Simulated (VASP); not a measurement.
# MnCuAs: structure and properties in VASP, part 7 of 9

Wanted: the relaxed cell of MnCuAs and its properties. The start is a computed cell from the Materials Project.

VASP 6.6.1, plane waves and PAW; the level of theory is named at each step.

Still holding for the runs below: The magnetic order is the lowest of the few collinear ones that converged above; longer or canted patterns were not tried.

So far. Step 11 (Bands along the symmetry lines (PBE)): There is no gap at this level. Step 12 (Total and projected DOS (PBE)): The finer mesh and the other smearing move the Fermi level by -0.10 eV from the 5×5×3 run, one measure of the sampling error in the zero of the bands above. Of the states within 0.3 eV of the Fermi level, the largest shares in the PAW spheres are Mn d 56 %, Cu d 9 % and As p 7 %. The relaxed cell has a = 3.670, c = 6.412 Å (conventional setting).

## (13) Vibrations at Γ (PBE)

Level of this step: PBE, spin-polarised from an antiferromagnetic start; plane waves and PAW (Mn_pv, Cu, As) (VASP).

Zone-centre modes test whether the atoms sit at a minimum within this cell. IBRION = 8 takes the force constants from linear response, which needs tightly converged orbitals.

Input file INCAR:

```
SYSTEM = MnCuAs
PREC = Accurate
ENCUT = 400
EDIFF = 1E-08
NELM = 100
ISMEAR = 1
SIGMA = 0.2
LREAL = .FALSE.
ALGO = Normal
GGA = PE
NBANDS = 38
ISPIN = 2
MAGMOM = 3.375 -3.375 0 0 0.01 -0.01
LASPH = .TRUE.
LMAXMIX = 4
LORBIT = 11
LWAVE = .FALSE.
LCHARG = .FALSE.
KPAR = 8
IBRION = 8
ISIF = 2
```

Input file POSCAR:

```
MnCuAs
1.0
    3.6699914250      0.0000000000      0.0000000000
    0.0000000000      3.6699914250      0.0000000000
    0.0000000000      0.0000000000      6.4115558366
Mn Cu As
2 2 2
Direct
    0.0000000000      0.5000000000      0.1504297854
    0.5000000000      0.0000000000      0.8495702146
    0.0000000000      0.0000000000      0.5000000000
    0.5000000000      0.5000000000      0.5000000000
    0.0000000000      0.5000000000      0.7737907968
    0.5000000000      0.0000000000      0.2262092032
```

Input file KPOINTS:

```
Automatic mesh
0
Gamma
8 8 5
0 0 0
```

The projector-augmented-wave data sets are Mn_pv, Cu and As (PBE family, release 64).

Launch:

```console
$ mpirun -np 8 vasp_std
```

What it wrote:

```text
[... set-up lines as in an earlier step ...]
 entering main loop
       N       E                     dE             d eps       ncg     rms          rms(c)
DAV:   1     0.510215353099E+03    0.51022E+03   -0.25418E+04  7720   0.170E+03
DAV:   2     0.764354502081E+01   -0.50257E+03   -0.48629E+03  6876   0.439E+02
DAV:   3    -0.369341861970E+02   -0.44578E+02   -0.41593E+02  7896   0.149E+02
DAV:   4    -0.391904450616E+02   -0.22563E+01   -0.22327E+01  9494   0.342E+01
DAV:   5    -0.392504910895E+02   -0.60046E-01   -0.60023E-01  8700   0.554E+00    0.185E+01
DAV:   6    -0.373871934165E+02    0.18633E+01   -0.56052E+01  9424   0.122E+02    0.141E+01
DAV:   7    -0.351967130975E+02    0.21905E+01   -0.11780E+01  8552   0.577E+01    0.502E+00
DAV:   8    -0.352804189225E+02   -0.83706E-01   -0.15639E+00 10914   0.214E+01    0.419E+00
DAV:   9    -0.352381232836E+02    0.42296E-01   -0.55862E-01 10600   0.152E+01    0.181E+00
DAV:  10    -0.352132256590E+02    0.24898E-01   -0.85532E-02 10236   0.502E+00    0.678E-01
DAV:  11    -0.352136549309E+02   -0.42927E-03   -0.18607E-02 10560   0.244E+00    0.218E-01
DAV:  12    -0.352139829820E+02   -0.32805E-03   -0.28801E-03 10416   0.473E-01    0.829E-02
DAV:  13    -0.352140176277E+02   -0.34646E-04   -0.21073E-04 10222   0.169E-01    0.509E-02
DAV:  14    -0.352140154924E+02    0.21353E-05   -0.30325E-05 11518   0.118E-01    0.140E-02
DAV:  15    -0.352140163492E+02   -0.85684E-06   -0.53235E-06  9538   0.200E-02    0.850E-03
DAV:  16    -0.352140160561E+02    0.29311E-06   -0.17185E-06 10894   0.269E-02    0.270E-03
DAV:  17    -0.352140158711E+02    0.18494E-06   -0.41053E-07 10000   0.752E-03    0.606E-04
DAV:  18    -0.352140159240E+02   -0.52903E-07   -0.35108E-08  6086   0.253E-03    0.303E-04
DAV:  19    -0.352140159091E+02    0.14982E-07   -0.51366E-09  4086   0.127E-03    0.121E-04
DAV:  20    -0.352140158905E+02    0.18566E-07   -0.48989E-09  4020   0.468E-04    0.544E-05
DAV:  21    -0.352140158951E+02   -0.46075E-08   -0.73739E-10  4020   0.300E-04
   1 F= -.35214016E+02 E0= -.35215987E+02  d E =0.591212E-02  mag=     0.0000
 Linear response reoptimize wavefunctions to high precision
DAV:   1    -0.352140159002E+02   -0.51177E-08   -0.21922E-10  4002   0.177E-04
DAV:   2    -0.352140159001E+02    0.12278E-09   -0.98561E-11  3930   0.104E-04
DAV:   3    -0.352140159002E+02   -0.90040E-10   -0.30425E-11  3852   0.525E-05
 Linear response DOF=           6
 Linear response progress:
  Degree of freedom:   1/  6
       N       E                     dE             d eps       ncg     rms          rms(c)
RMM:   1    -0.597875698900E+00   -0.59788E+00   -0.28430E+01 16468   0.114E+02
RMM:   2    -0.692324164711E+00   -0.94448E-01   -0.11631E-01 25720   0.186E+00    0.993E-01
RMM:   3    -0.669513487868E+00    0.22811E-01   -0.10356E-02 27493   0.548E-01    0.408E-01
RMM:   4    -0.675758981187E+00   -0.62455E-02   -0.12050E-03 29596   0.179E-01    0.548E-02
RMM:   5    -0.675748279253E+00    0.10702E-04   -0.84096E-05 31282   0.475E-02    0.276E-02
RMM:   6    -0.675641914032E+00    0.10637E-03   -0.22307E-05 30879   0.271E-02    0.120E-02
RMM:   7    -0.675612661363E+00    0.29253E-04   -0.66830E-06 29278   0.149E-02    0.135E-02
RMM:   8    -0.675569223651E+00    0.43438E-04   -0.21753E-06 27800   0.860E-03    0.317E-03
RMM:   9    -0.675512067753E+00    0.57156E-04   -0.74328E-07 29918   0.367E-03    0.116E-03
RMM:  10    -0.675498694563E+00    0.13373E-04   -0.23117E-07 30656   0.165E-03    0.383E-04
RMM:  11    -0.675500624413E+00   -0.19299E-05   -0.15092E-07 30858   0.770E-04    0.177E-04
RMM:  12    -0.675501862266E+00   -0.12379E-05   -0.56747E-08 27237   0.488E-04    0.124E-04
RMM:  13    -0.675502674545E+00   -0.81228E-06   -0.47701E-09 26405   0.346E-04    0.429E-05
RMM:  14    -0.675503033702E+00   -0.35916E-06   -0.16684E-09 28521   0.211E-04    0.248E-05
RMM:  15    -0.675503127976E+00   -0.94274E-07   -0.61597E-09 27929   0.136E-04    0.139E-05
RMM:  16    -0.675503188062E+00   -0.60085E-07   -0.78371E-10 28590   0.936E-05    0.817E-06
RMM:  17    -0.675503248552E+00   -0.60490E-07    0.92117E-09 28536   0.672E-05    0.348E-06
RMM:  18    -0.675503265541E+00   -0.16989E-07   -0.23423E-09 31092   0.493E-05    0.172E-06
RMM:  19    -0.675503259592E+00    0.59488E-08    0.88773E-10 30462   0.383E-05    0.959E-07
 first order change of Fermi-energy   0.11722E-03
 force on displaced ion       1 direction 1 :  -4.140   0.000   0.002
 Linear response progress:
  Degree of freedom:   2/  6
       N       E                     dE             d eps       ncg     rms          rms(c)
RMM:   1    -0.613514915590E+00   -0.61351E+00   -0.27600E+01  7119   0.116E+02
RMM:   2    -0.708431743937E+00   -0.94917E-01   -0.11656E-01 10494   0.211E+00    0.104E+00
RMM:   3    -0.687436002069E+00    0.20996E-01   -0.15471E-02 11279   0.681E-01    0.435E-01
RMM:   4    -0.693513110596E+00   -0.60771E-02   -0.17506E-03 11308   0.257E-01    0.150E-01
RMM:   5    -0.693468529907E+00    0.44581E-04   -0.33132E-04 11325   0.125E-01    0.823E-02
RMM:   6    -0.693377201143E+00    0.91329E-04   -0.10297E-04 11534   0.640E-02    0.373E-02
RMM:   7    -0.693283799805E+00    0.93401E-04   -0.45010E-05 10125   0.598E-02    0.185E-02
RMM:   8    -0.693223754096E+00    0.60046E-04   -0.14581E-05 10456   0.309E-02    0.637E-03
RMM:   9    -0.693166372742E+00    0.57381E-04   -0.65215E-06 12474   0.121E-02    0.332E-03
RMM:  10    -0.693132568719E+00    0.33804E-04   -0.12846E-06 10974   0.621E-03    0.143E-03
RMM:  11    -0.693119700744E+00    0.12868E-04   -0.68214E-07 12745   0.273E-03    0.614E-04
RMM:  12    -0.693120813223E+00   -0.11125E-05   -0.32326E-07 13198   0.117E-03    0.333E-04
RMM:  13    -0.693121680379E+00   -0.86716E-06   -0.17321E-07 13271   0.577E-04    0.133E-04
RMM:  14    -0.693122270796E+00   -0.59042E-06   -0.11944E-07 13517   0.297E-04    0.741E-05
RMM:  15    -0.693123043873E+00   -0.77308E-06   -0.47187E-08 11777   0.198E-04    0.274E-05
RMM:  16    -0.693123327426E+00   -0.28355E-06   -0.51060E-08 13204   0.128E-04    0.985E-06
RMM:  17    -0.693123362550E+00   -0.35123E-07   -0.26499E-08 13039   0.907E-05    0.503E-06
RMM:  18    -0.693123363286E+00   -0.73627E-09   -0.20917E-08 12573   0.686E-05    0.306E-06
 first order change of Fermi-energy   0.21788E+00
 force on displaced ion       1 direction 3 :   0.000   0.000  -7.645
 Linear response progress:
  Degree of freedom:   3/  6
       N       E                     dE             d eps       ncg     rms          rms(c)
RMM:   1    -0.244441972023E+00   -0.24444E+00   -0.13362E-01 27284   0.317E+00
RMM:   2    -0.241575753819E+00    0.28662E-02   -0.97738E-03 22227   0.951E-01    0.921E-02
RMM:   3    -0.242060884789E+00   -0.48513E-03   -0.19407E-03 27322   0.248E-01    0.659E-02
RMM:   4    -0.242351684389E+00   -0.29080E-03   -0.19469E-04 28200   0.803E-02    0.199E-02
RMM:   5    -0.242410128520E+00   -0.58444E-04   -0.20903E-05 26887   0.332E-02    0.802E-03
RMM:   6    -0.242385968042E+00    0.24160E-04   -0.13340E-06 27251   0.774E-03    0.543E-03
RMM:   7    -0.242382195202E+00    0.37728E-05   -0.43879E-07 27201   0.436E-03    0.396E-03
RMM:   8    -0.242374993907E+00    0.72013E-05   -0.56033E-07 26094   0.500E-03    0.106E-03
RMM:   9    -0.242375747090E+00   -0.75318E-06   -0.15998E-07 24431   0.213E-03    0.482E-04
RMM:  10    -0.242375824230E+00   -0.77140E-07   -0.34419E-08 24564   0.109E-03    0.198E-04
RMM:  11    -0.242374691092E+00    0.11331E-05   -0.22387E-08 27358   0.585E-04    0.185E-04
RMM:  12    -0.242373610996E+00    0.10801E-05    0.32899E-10 24197   0.230E-04    0.631E-05
RMM:  13    -0.242373200018E+00    0.41098E-06    0.68187E-11 28648   0.144E-04    0.232E-05
RMM:  14    -0.242373083150E+00    0.11687E-06   -0.12280E-10 25248   0.519E-05    0.137E-05
RMM:  15    -0.242373025941E+00    0.57209E-07   -0.81382E-10 24932   0.312E-05    0.435E-06
RMM:  16    -0.242373011320E+00    0.14622E-07   -0.19703E-10 27320   0.172E-05    0.237E-06
RMM:  17    -0.242373013160E+00   -0.18404E-08   -0.10729E-10 26930   0.886E-06    0.155E-06
 first order change of Fermi-energy   0.34950E-04
 force on displaced ion       3 direction 1 :  -5.116   0.000   0.002
 Linear response progress:
  Degree of freedom:   4/  6
       N       E                     dE             d eps       ncg     rms          rms(c)
RMM:   1    -0.252137866426E+00   -0.25214E+00   -0.15792E-01 22863   0.356E+00
RMM:   2    -0.246473454650E+00    0.56644E-02   -0.76456E-03 15146   0.846E-01    0.111E-01
RMM:   3    -0.247085420044E+00   -0.61197E-03   -0.17597E-03 18700   0.258E-01    0.204E-01
RMM:   4    -0.246865011733E+00    0.22041E-03   -0.41225E-04 18641   0.138E-01    0.640E-02
RMM:   5    -0.247033209243E+00   -0.16820E-03   -0.10981E-04 17890   0.599E-02    0.201E-02
RMM:   6    -0.247110872445E+00   -0.77663E-04   -0.17918E-05 19106   0.259E-02    0.743E-03
RMM:   7    -0.247100344379E+00    0.10528E-04   -0.14900E-06 20714   0.688E-03    0.371E-03
RMM:   8    -0.247099796369E+00    0.54801E-06   -0.32394E-07 17897   0.359E-03    0.146E-03
RMM:   9    -0.247099722701E+00    0.73668E-07   -0.89238E-08 17572   0.237E-03    0.705E-04
RMM:  10    -0.247097886763E+00    0.18359E-05   -0.22688E-08 16506   0.159E-03    0.312E-04
RMM:  11    -0.247096334558E+00    0.15522E-05   -0.10051E-08 17662   0.758E-04    0.150E-04
RMM:  12    -0.247095620615E+00    0.71394E-06   -0.49824E-09 18918   0.311E-04    0.105E-04
RMM:  13    -0.247095164386E+00    0.45623E-06   -0.54041E-11 17436   0.171E-04    0.550E-05
RMM:  14    -0.247094640419E+00    0.52397E-06   -0.13222E-09 18914   0.126E-04    0.244E-05
RMM:  15    -0.247094653093E+00   -0.12674E-07   -0.17059E-10 18586   0.461E-05    0.994E-06
RMM:  16    -0.247094639719E+00    0.13374E-07   -0.31343E-10 20179   0.271E-05    0.693E-06
RMM:  17    -0.247094614766E+00    0.24953E-07   -0.29817E-10 19306   0.123E-05    0.250E-06
RMM:  18    -0.247094605151E+00    0.96147E-08   -0.35083E-10 18776   0.928E-06    0.104E-06
 first order change of Fermi-energy   0.57995E-04
 force on displaced ion       3 direction 3 :   0.000   0.000  -4.305
 Linear response progress:
  Degree of freedom:   5/  6
       N       E                     dE             d eps       ncg     rms          rms(c)
RMM:   1    -0.447865549134E-01   -0.44787E-01    0.72736E-02 36749   0.130E+00
RMM:   2    -0.422183746802E-01    0.25682E-02   -0.52027E-03 24088   0.507E-01    0.764E-02
RMM:   3    -0.428028946716E-01   -0.58452E-03   -0.19434E-03 28989   0.195E-01    0.369E-02
RMM:   4    -0.429946020505E-01   -0.19171E-03   -0.17001E-04 29840   0.601E-02    0.158E-02
RMM:   5    -0.430627679402E-01   -0.68166E-04   -0.17266E-05 29684   0.199E-02    0.881E-03
RMM:   6    -0.430696786885E-01   -0.69107E-05   -0.27905E-06 28345   0.101E-02    0.957E-03
RMM:   7    -0.430728924575E-01   -0.32138E-05   -0.27487E-07 26612   0.598E-03    0.278E-03
RMM:   8    -0.430736167836E-01   -0.72433E-06    0.21817E-08 27277   0.311E-03    0.990E-04
RMM:   9    -0.430740942824E-01   -0.47750E-06   -0.45080E-08 24227   0.173E-03    0.594E-04
RMM:  10    -0.430743605051E-01   -0.26622E-06   -0.32907E-08 23864   0.101E-03    0.291E-04
RMM:  11    -0.430746508261E-01   -0.29032E-06   -0.56488E-08 26604   0.563E-04    0.130E-04
RMM:  12    -0.430746032952E-01    0.47531E-07   -0.17262E-08 26193   0.246E-04    0.417E-05
RMM:  13    -0.430745426874E-01    0.60608E-07   -0.51925E-09 28568   0.102E-04    0.240E-05
RMM:  14    -0.430745273678E-01    0.15320E-07   -0.24201E-09 27138   0.432E-05    0.108E-05
RMM:  15    -0.430745265660E-01    0.80185E-09   -0.29779E-09 24465   0.316E-05    0.574E-06
 first order change of Fermi-energy  -0.19309E-03
 force on displaced ion       5 direction 1 :  -5.889   0.000   0.000
 Linear response progress:
  Degree of freedom:   6/  6
       N       E                     dE             d eps       ncg     rms          rms(c)
RMM:   1    -0.606921758360E-01   -0.60692E-01    0.64895E-02 13914   0.175E+00
RMM:   2    -0.538507542090E-01    0.68414E-02   -0.96070E-03 10184   0.697E-01    0.152E-01
RMM:   3    -0.548135090400E-01   -0.96275E-03   -0.35607E-03 10692   0.333E-01    0.226E-01
RMM:   4    -0.545794548558E-01    0.23405E-03   -0.75393E-04 10715   0.177E-01    0.805E-02
RMM:   5    -0.546624265441E-01   -0.82972E-04   -0.13140E-04 10039   0.872E-02    0.296E-02
RMM:   6    -0.547307598450E-01   -0.68333E-04   -0.49166E-05 11234   0.395E-02    0.176E-02
RMM:   7    -0.547475587807E-01   -0.16799E-04   -0.12457E-05 10108   0.255E-02    0.859E-03
RMM:   8    -0.547440411646E-01    0.35176E-05   -0.33029E-06  9703   0.190E-02    0.493E-03
RMM:   9    -0.547415486161E-01    0.24925E-05   -0.23770E-06 11466   0.800E-03    0.250E-03
RMM:  10    -0.547429367321E-01   -0.13881E-05   -0.42871E-07 12139   0.284E-03    0.874E-04
RMM:  11    -0.547443058302E-01   -0.13691E-05   -0.70741E-08 12193   0.105E-03    0.469E-04
RMM:  12    -0.547437968785E-01    0.50895E-06   -0.21815E-08 12345   0.468E-04    0.206E-04
RMM:  13    -0.547440131063E-01   -0.21623E-06   -0.46061E-09 11897   0.188E-04    0.933E-05
RMM:  14    -0.547442207403E-01   -0.20763E-06    0.25051E-09 12083   0.860E-05    0.283E-05
RMM:  15    -0.547442235623E-01   -0.28221E-08   -0.34963E-11 12852   0.293E-05    0.121E-05
 first order change of Fermi-energy  -0.52336E+00
 force on displaced ion       5 direction 3 :   0.000   0.000 -11.423
 Linear response finished
```

It took 12 min on 8 MPI ranks of Intel Xeon Platinum 8488C (Sapphire Rapids), shared host; peak memory 7.6 GiB.

[end of part 7 of 9]

[Lines on the potential files, build, host, timing and source positions are cut from VASP's logs without a mark.]

[Logs are printed without paths, hosts, clocks, repeated set-up lines and the standing remarks that a program may print on its own settings, such as how far it seeks lower states.]

[Hosts, paths, dates, database ids (printed as entryN), source tags and the programs' standing remarks are cut or masked in the printed files.]

[A measured line is paired with the nearest computed mode of its activity, which favours agreement.]
